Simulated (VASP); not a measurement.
Here is the system:

```xyz
8
Lattice="6.3502 0.0000 0.0000 0.0000 6.3502 0.0000 0.0000 0.0000 6.3502" Properties=species:S:1:pos:R:3 pbc="T T T"
Zn     0.0000     0.0000     0.0000
Te     1.5312     1.5312     1.5312
Te     4.8189     4.8189     1.5312
Te     4.8189     1.5312     4.8189
Te     1.5312     4.8189     4.8189
Mg     3.1751     3.1751     0.0000
Mg     3.1751     0.0000     3.1751
Mg     0.0000     3.1751     3.1751
```

These are PBEsol GGA, VASP's PBE PAW potentials (set 64) (plane waves; VASP) values and carry that method's errors. Numerical set-up: 400 eV cut-off, Gaussian smearing of 0.050 eV, potentials Zn Te Mg.

Unless said otherwise, spin-orbit coupling is left out, though it shifts the bands of the heavy elements here.

Give the energies of bands 12 to 25 at the high-symmetry points, in eV from the valence-band maximum.

```
band      Γ      X      M      R
----  -----  -----  -----  -----
12    -3.25  -2.22  -2.78  -3.59
13    -1.54  -2.21  -2.78  -3.59
14    -1.54  -2.14  -1.93  -0.58
15    -1.54  -2.01  -1.93  -0.58
16    -1.38  -1.82  -1.86  -0.58
17    -1.38  -1.82  -1.57  -0.55
18    -1.38  -0.96  -0.61  -0.55
19     0.00  -0.96  -0.61  -0.55
20     0.00  -0.68  -0.56  -0.46
21     0.00  -0.68  -0.50  -0.46
22     1.84   3.35   3.37   1.92
23     2.58   3.58   3.93   3.11
24     2.58   3.84   4.26   3.11
25     2.58   4.16   4.26   3.11
```

The gap is direct, 1.84 eV, from the valence maximum at Γ to the conduction minimum at Γ.

The structure was generated: Mg3ZnTe4 was put into an ordered model structure (P-43m), which need not be its known phase. It was relaxed first.
